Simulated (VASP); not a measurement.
Set up this calculation in VASP 6.6.1, as the native input.

```
Task                   : single point
Functional             : LDA
Potentials or basis    : VASP PAW LDA potentials, release 64 (Si)
Cutoff                 : 520 eV
k mesh                 : 21 × 21 × 20
Occupations            : gaussian, width 0.15 eV
Spin                   : no spin polarisation
Dipole correction      : no
Further INCAR settings : ALGO = Fast; EDIFF = 1e-06; NBANDS = 8
```

The structure of Si lies in POSCAR:

```
Si
1.0
    2.6860563853      0.0000000000      0.0000000000
   -1.3430281927      2.3261930656      0.0000000000
    0.0000000000      0.0000000000      2.3430366705
Si
1
Direct
    0.0000000000      0.0000000000      0.0000000000
```

This isn't the form of Si at room conditions, which is diamond.

The cell isn't the ideal one: strain +0.025 along x and y, -0.050 along z, atoms carried along.

One way to write it, as run:

INCAR

```
PREC     = Accurate       # precision mode
ENCUT    = 520            # plane-wave cutoff, eV
EDIFF    = 1E-6           # SCF threshold, eV
ISMEAR   = 0              # smearing method
SIGMA    = 0.15           # smearing width, eV
LREAL    = False          # projectors in reciprocal space
LASPH    = True           # aspherical terms in the spheres
NELM     = 80             # most SCF steps
ALGO     = Fast           # electronic algorithm
ISIF     = 2              # what is computed and relaxed
LWAVE    = False          # write WAVECAR
LCHARG   = False          # write CHGCAR
NBANDS   = 8              # bands
```

KPOINTS

```
regular mesh
0
Gamma
  21 21 20
```

Potentials or basis: VASP PAW LDA potentials, release 64 (Si).

Run with:

```bash
$ cat potpaw_LDA.64/Si/POTCAR > POTCAR
$ mpirun -np 1 vasp_std > vasp.out
```

It gave:

```yaml
Pressure: 1.6 GPa
Band_gap_on_the_k_mesh: none (metal or under the smearing width)
```

It took 25 s on 1 thread of AMD EPYC 9R45 (Zen 5) (shared host), peak memory 0.12 GiB.
